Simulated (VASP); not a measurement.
All values below come from eigenvalue-self-consistent GW0 on PBE orbitals, VASP's PBE PAW potentials (set 64) (plane waves; VASP).

VASP ran on this input.

### INCAR
```
SYSTEM = MgS
PREC = Normal
ENCUT = 500
ALGO = EVGW0
LREAL = .FALSE.
LASPH = .TRUE.
ISMEAR = 0
SIGMA = 0.01
GGA = PE
LWAVE = .FALSE.
LCHARG = .FALSE.
NELMGW = 4
NBANDS = 160
NOMEGA = 64
ENCUTGW = 200
NBANDSGW = 16
LSPECTRALGW = .TRUE.
```

POSCAR:
```
MgS
5.20
  0.0000000000   0.5000000000   0.5000000000
  0.5000000000   0.0000000000   0.5000000000
  0.5000000000   0.5000000000   0.0000000000
Mg S
1 1
direct
  0.0000000000   0.0000000000   0.0000000000
  0.5000000000   0.5000000000   0.5000000000
```

### KPOINTS
```
kpoints
0
Gamma
4 4 4
```

POTCAR, in this order: Mg_sv_GW S_GW (PBE.64 set). Program: vasp_std. Read from the step before: WAVECAR, WAVEDER.

Output of the run:

File OSZICAR:
```
energies w=
    0.000    0.000    1.175    0.000    2.347    0.000    3.514    0.000
    4.673    0.000    5.824    0.000    6.963    0.000    8.091    0.000
    9.204    0.000   10.304    0.000   11.388    0.000   12.459    0.000
   13.514    0.000   14.556    0.000   15.585    0.000   16.602    0.000
   17.608    0.000   18.605    0.000   19.593    0.000   20.575    0.000
   21.552    0.000   22.527    0.000   23.500    0.000   24.475    0.000
   25.453    0.000   26.436    0.000   27.428    0.000   28.430    0.000
   29.445    0.000   30.477    0.000   31.527    0.000   32.601    0.000
   33.701    0.000   34.832    0.000   35.997    0.000   37.203    0.000
   38.454    0.000   39.757    0.000   41.119    0.000   42.547    0.000
   44.051    0.000   45.642    0.000   47.330    0.000   49.131    0.000
   51.060    0.000   53.138    0.000   55.386    0.000   57.832    0.000
   60.511    0.000   63.461    0.000   66.734    0.000   70.390    0.000
   74.509    0.000   79.190    0.000   84.563    0.000   90.800    0.000
   98.131    0.000  106.877    0.000  117.492    0.000  130.643    0.000
  147.355    0.000  169.282    0.000  199.279    0.000  242.740    0.000
NQ=   1    0.0000    0.0000    0.0000,
 performed        196000 updates of chi_q(r,r)
NQ=   2    0.2500    0.0000    0.0000,
 performed        576000 updates of chi_q(r,r)
NQ=   3    0.5000    0.0000    0.0000,
 performed        864000 updates of chi_q(r,r)
NQ=   4    0.2500    0.2500    0.0000,
 performed       1209000 updates of chi_q(r,r)
NQ=   5    0.5000    0.2500    0.0000,
 performed       1671000 updates of chi_q(r,r)
NQ=   6   -0.2500    0.2500    0.0000,
 performed       2082000 updates of chi_q(r,r)
NQ=   7    0.5000    0.5000    0.0000,
 performed       2350000 updates of chi_q(r,r)
NQ=   8   -0.2500    0.5000    0.2500,
 performed       2700000 updates of chi_q(r,r)
 resolving degeneracies of screened two electron integrals
NQ=   1    0.0000    0.0000    0.0000,
 performed        196000 updates of chi_q(r,r)
NQ=   2    0.2500    0.0000    0.0000,
 performed        576000 updates of chi_q(r,r)
NQ=   3    0.5000    0.0000    0.0000,
 performed        864000 updates of chi_q(r,r)
NQ=   4    0.2500    0.2500    0.0000,
 performed       1209000 updates of chi_q(r,r)
NQ=   5    0.5000    0.2500    0.0000,
 performed       1671000 updates of chi_q(r,r)
NQ=   6   -0.2500    0.2500    0.0000,
 performed       2082000 updates of chi_q(r,r)
NQ=   7    0.5000    0.5000    0.0000,
 performed       2350000 updates of chi_q(r,r)
NQ=   8   -0.2500    0.5000    0.2500,
 performed       2700000 updates of chi_q(r,r)
 resolving degeneracies of screened two electron integrals
NQ=   1    0.0000    0.0000    0.0000,
 performed        196000 updates of chi_q(r,r)
NQ=   2    0.2500    0.0000    0.0000,
 performed        576000 updates of chi_q(r,r)
NQ=   3    0.5000    0.0000    0.0000,
 performed        864000 updates of chi_q(r,r)
NQ=   4    0.2500    0.2500    0.0000,
 performed       1209000 updates of chi_q(r,r)
NQ=   5    0.5000    0.2500    0.0000,
 performed       1671000 updates of chi_q(r,r)
NQ=   6   -0.2500    0.2500    0.0000,
 performed       2082000 updates of chi_q(r,r)
NQ=   7    0.5000    0.5000    0.0000,
 performed       2350000 updates of chi_q(r,r)
NQ=   8   -0.2500    0.5000    0.2500,
 performed       2700000 updates of chi_q(r,r)
 resolving degeneracies of screened two electron integrals
NQ=   1    0.0000    0.0000    0.0000,
 performed        196000 updates of chi_q(r,r)
NQ=   2    0.2500    0.0000    0.0000,
 performed        576000 updates of chi_q(r,r)
NQ=   3    0.5000    0.0000    0.0000,
 performed        864000 updates of chi_q(r,r)
NQ=   4    0.2500    0.2500    0.0000,
 performed       1209000 updates of chi_q(r,r)
NQ=   5    0.5000    0.2500    0.0000,
 performed       1671000 updates of chi_q(r,r)
NQ=   6   -0.2500    0.2500    0.0000,
 performed       2082000 updates of chi_q(r,r)
NQ=   7    0.5000    0.5000    0.0000,
 performed       2350000 updates of chi_q(r,r)
NQ=   8   -0.2500    0.5000    0.2500,
 performed       2700000 updates of chi_q(r,r)
 resolving degeneracies of screened two electron integrals
```

**OUTCAR**
```


 k-point   1 :       0.0000    0.0000    0.0000
  band No. old QP-enery  QP-energies   sigma(KS)   T+V_ion+V_H  V^pw_x(r,r')   Z            occupation Imag(sigma)

      1     -83.7466     -83.9147     -47.0540     -36.9215     -56.4677       0.7341       2.0000       0.6879
      2     -45.1010     -45.1901     -40.9276      -4.2917     -48.6204       0.7531       2.0000       0.4519
      3     -45.1010     -45.1901     -40.9276      -4.2917     -48.6204       0.7531       2.0000       0.4519
      4     -45.1010     -45.1901     -40.9276      -4.2917     -48.6204       0.7531       2.0000       0.4519
      5     -10.0862     -10.1032     -14.2909       4.1812     -21.0326       0.7214       2.0000       1.9035
      6       2.8490       2.8425     -14.7038      17.5445     -16.4462       0.7768       2.0000       0.2288
      7       2.8490       2.8425     -14.7038      17.5445     -16.4462       0.7768       2.0000       0.2288
      8       2.8490       2.8425     -14.7038      17.5445     -16.4462       0.7768       2.0000       0.2288
      9       8.3579       8.3580     -10.4644      18.8224      -6.3108       0.8003       0.0000      -0.2424
     10      12.6370      12.6381      -8.8582      21.4965      -4.3908       0.7959       0.0000      -0.3023
     11      12.6370      12.6381      -8.8582      21.4965      -4.3908       0.7959       0.0000      -0.3023
     12      12.6370      12.6381      -8.8582      21.4965      -4.3908       0.7959       0.0000      -0.3023
     13      15.2121      15.2136      -9.8529      25.0670      -4.8438       0.7788       0.0000      -0.4198
     14      15.2121      15.2136      -9.8529      25.0670      -4.8438       0.7788       0.0000      -0.4198
     15      16.8001      16.8015      -7.0870      23.8888      -1.8250       0.7845       0.0000      -0.5872
     16      18.1109      18.1131      -9.6909      27.8046      -3.9550       0.7740       0.0000      -0.7317

 k-point   2 :       0.2500    0.0000    0.0000
  band No. old QP-enery  QP-energies   sigma(KS)   T+V_ion+V_H  V^pw_x(r,r')   Z            occupation Imag(sigma)

      1     -83.7478     -83.9141     -47.0536     -36.9210     -56.4678       0.7336       2.0000       0.6880
      2     -45.1032     -45.1952     -40.9218      -4.3050     -48.6125       0.7440       2.0000       0.4524
      3     -45.1007     -45.1905     -40.9261      -4.2934     -48.6186       0.7557       2.0000       0.4517
      4     -45.1007     -45.1905     -40.9261      -4.2934     -48.6186       0.7557       2.0000       0.4517
      5      -9.4587      -9.4752     -14.5229       5.0414     -21.1255       0.7215       2.0000       1.7659
      6      -0.1412      -0.1494     -13.4044      13.2525     -15.7840       0.7630       2.0000       0.3404
      7       2.4929       2.4861     -14.4719      16.9561     -16.2832       0.7747       2.0000       0.2380
      8       2.4929       2.4861     -14.4719      16.9561     -16.2832       0.7747       2.0000       0.2380
      9       9.5801       9.5805      -9.6811      19.2617      -5.5099       0.7986       0.0000      -0.2553
     10      12.6082      12.6093      -9.5475      22.1571      -5.0031       0.7915       0.0000      -0.3233
     11      12.6082      12.6093      -9.5475      22.1571      -5.0031       0.7915       0.0000      -0.3233
     12      13.0759      13.0769     -10.5360      23.6133      -5.7055       0.7784       0.0000      -0.3653
     13      15.0706      15.0722      -9.4662      24.5388      -4.4512       0.7823       0.0000      -0.4310
     14      15.0706      15.0722      -9.4662      24.5388      -4.4512       0.7823       0.0000      -0.4310
     15      16.5607      16.5625      -8.9560      25.5190      -3.4253       0.7796       0.0000      -0.6367
     16      22.0658      22.0674      -9.8062      31.8741      -3.6238       0.7880       0.0000      -1.0806

 k-point   3 :       0.5000    0.0000    0.0000
  band No. old QP-enery  QP-energies   sigma(KS)   T+V_ion+V_H  V^pw_x(r,r')   Z            occupation Imag(sigma)

      1     -83.7536     -83.9108     -47.0511     -36.9202     -56.4674       0.7223       2.0000       0.6885
      2     -45.1074     -45.2002     -40.9146      -4.3181     -48.6037       0.7409       2.0000       0.4530
      3     -45.1013     -45.1903     -40.9243      -4.2951     -48.6167       0.7540       2.0000       0.4516
      4     -45.1013     -45.1903     -40.9243      -4.2951     -48.6167       0.7540       2.0000       0.4516
      5      -8.6210      -8.6375     -14.9825       6.3384     -21.4043       0.7130       2.0000       1.5845
      6      -2.3503      -2.3603     -12.6756      10.3119     -15.7849       0.7480       2.0000       0.5107
      7       2.1899       2.1830     -14.3232      16.5041     -16.2143       0.7732       2.0000       0.2480
      8       2.1899       2.1830     -14.3232      16.5041     -16.2143       0.7732       2.0000       0.2480
      9       9.1148       9.1152      -9.1971      18.3124      -5.1872       0.8029       0.0000      -0.2416
     10      11.7045      11.7055      -9.6937      21.3995      -5.3126       0.7917       0.0000      -0.2983
     11      11.7045      11.7055      -9.6937      21.3995      -5.3126       0.7917       0.0000      -0.2983
     12      15.0524      15.0541     -11.1384      26.1929      -5.5316       0.7679       0.0000      -0.5616
     13      16.7177      16.7195      -8.8746      25.5946      -3.3333       0.7712       0.0000      -0.6020
     14      19.2729      19.2746     -10.6848      29.9599      -4.8233       0.7700       0.0000      -0.7195
     15      19.2729      19.2746     -10.6848      29.9599      -4.8233       0.7700       0.0000      -0.7195
     16      20.1283      20.1303      -8.4369      28.5677      -2.5866       0.7847       0.0000      -0.8677

 k-point   4 :       0.2500    0.2500    0.0000
  band No. old QP-enery  QP-energies   sigma(KS)   T+V_ion+V_H  V^pw_x(r,r')   Z            occupation Imag(sigma)

      1     -83.7548     -83.9108     -47.0507     -36.9204     -56.4670       0.7211       2.0000       0.6885
      2     -45.1031     -45.1921     -40.9235      -4.2990     -48.6156       0.7450       2.0000       0.4523
      3     -45.1031     -45.1921     -40.9235      -4.2990     -48.6156       0.7450       2.0000       0.4523
      4     -45.1031     -45.1921     -40.9235      -4.2990     -48.6156       0.7450       2.0000       0.4523
      5      -9.2612      -9.2775     -14.5865       5.3026     -21.1446       0.7206       2.0000       1.7228
      6       0.1440       0.1360     -13.5029      13.6364     -15.7909       0.7639       2.0000       0.3233
      7       1.7898       1.7828     -14.1629      15.9436     -16.1376       0.7730       2.0000       0.2595
      8       1.7898       1.7828     -14.1629      15.9436     -16.1376       0.7730       2.0000       0.2595
      9       9.7267       9.7270     -10.2857      20.0128      -6.0778       0.7967       0.0000      -0.2636
     10      10.1547      10.1553      -8.3299      18.4853      -4.2372       0.8076       0.0000      -0.2535
     11      13.0271      13.0282     -10.5856      23.6141      -5.7214       0.7773       0.0000      -0.3723
     12      14.9975      14.9990      -9.8826      24.8821      -4.8350       0.7795       0.0000      -0.4331
     13      14.9975      14.9990      -9.8826      24.8821      -4.8350       0.7795       0.0000      -0.4331
     14      16.2216      16.2232     -10.0460      26.2697      -4.8005       0.7771       0.0000      -0.4933
     15      20.2109      20.2127      -9.5197      29.7329      -3.5838       0.7821       0.0000      -0.9145
     16      20.2109      20.2127      -9.5197      29.7329      -3.5838       0.7821       0.0000      -0.9145

 k-point   5 :       0.5000    0.2500    0.0000
  band No. old QP-enery  QP-energies   sigma(KS)   T+V_ion+V_H  V^pw_x(r,r')   Z            occupation Imag(sigma)

      1     -83.7533     -83.9120     -47.0512     -36.9201     -56.4673       0.7280       2.0000       0.6884
      2     -45.1058     -45.1980     -40.9169      -4.3129     -48.6069       0.7432       2.0000       0.4531
      3     -45.1029     -45.1922     -40.9223      -4.3000     -48.6145       0.7483       2.0000       0.4523
      4     -45.1029     -45.1922     -40.9223      -4.3000     -48.6145       0.7483       2.0000       0.4523
      5      -8.4419      -8.4580     -15.0261       6.5617     -21.3990       0.7139       2.0000       1.5433
      6      -1.4991      -1.5084     -12.9201      11.4087     -15.7546       0.7539       2.0000       0.4344
      7       0.4784       0.4707     -13.4112      13.8795     -15.6349       0.7672       2.0000       0.3066
      8       1.5290       1.5217     -14.0639      15.5833     -16.1078       0.7698       2.0000       0.2688
      9       9.0626       9.0629      -9.6237      18.6866      -5.5874       0.8031       0.0000      -0.2453
     10      11.4141      11.4148      -9.9120      21.3270      -5.5489       0.7904       0.0000      -0.2922
     11      13.5510      13.5522      -9.9174      23.4699      -5.0332       0.7805       0.0000      -0.3831
     12      13.8469      13.8484     -10.1186      23.9673      -5.2545       0.7812       0.0000      -0.3908
     13      17.5593      17.5613     -10.6317      28.1936      -4.7581       0.7657       0.0000      -0.7157
     14      19.4282      19.4299     -10.4839      29.9144      -4.6020       0.7705       0.0000      -0.7347
     15      20.2419      20.2436      -8.7568      29.0008      -2.9272       0.7849       0.0000      -0.8687
     16      21.0231      21.0248      -9.2171      30.2424      -3.1410       0.7847       0.0000      -0.9771

 k-point   6 :      -0.2500    0.2500    0.0000
  band No. old QP-enery  QP-energies   sigma(KS)   T+V_ion+V_H  V^pw_x(r,r')   Z            occupation Imag(sigma)

      1     -83.7480     -83.9128     -47.0529     -36.9202     -56.4674       0.7320       2.0000       0.6881
      2     -45.1025     -45.1944     -40.9219      -4.3026     -48.6131       0.7530       2.0000       0.4522
      3     -45.1025     -45.1944     -40.9219      -4.3026     -48.6131       0.7530       2.0000       0.4522
      4     -45.1025     -45.1944     -40.9219      -4.3026     -48.6131       0.7530       2.0000       0.4522
      5      -8.7074      -8.7239     -14.8827       6.1522     -21.3171       0.7131       2.0000       1.6012
...
```
(Selected blocks of OUTCAR.)

The mesh is coarse and the basis finite, so the quasiparticle values are not converged.

The compound is MgS in the rock salt structure. The cell was not relaxed at this level. The k-mesh is coarse (spacing up to 0.52 per Å, 2π included), so the numbers may not be converged in it.
